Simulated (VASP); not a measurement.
Here is the system:

```yaml
crystal:
  lattice:
    - [4.51647, 2.25830, 2.25830]
    - [2.25830, 4.51647, 2.25830]
    - [2.25830, 2.25830, 4.51647]
  atoms:
    - { symbol: Mn, position: [0.00000, 0.00000, 0.00000], spin: 5.0 }
    - { symbol: Mn, position: [0.50000, 0.50000, 0.50000], spin: 5.0 }
    - { symbol: O, position: [0.25000, 0.25000, 0.25000] }
    - { symbol: O, position: [0.75000, 0.75000, 0.75000] }
```

Level of theory: PBE GGA + U (Dudarev), VASP's PBE PAW potentials (set 64) (plane waves; VASP). Run with 520 eV cut-off, 7×7×7 Γ-centred mesh, Gaussian smearing of 0.050 eV, potentials Mn_pv O, U − J: Mn 3.90 eV.

The moments were started parallel, and other spin orders were not tried in this run.

Task: Predict the cell moment, energy per atom (σ→0), band gap (on the k-mesh) with the smallest direct gap where there is one.

Result: 
```
Quantity                                      Value
-----------------------------------  --------------
band gap (on the k-mesh)                    0.12 eV
smallest direct gap (on the k-mesh)         0.12 eV
cell moment                                10.00 μB
energy per atom (σ→0)                -7.742 eV/atom
```

Task: Give the moment on each site (PAW-sphere projection).

Result: 
```tsv
site	moment (μB)
Mn1	4.63
Mn2	4.63
O3	0.14
O4	0.14
```

Only differences to runs with the same potentials and settings are physical.

The compound is MnO in the rock salt, AFM-II order structure. It was relaxed first, which changed the volume by +5 %. The start is the result of an earlier pass.
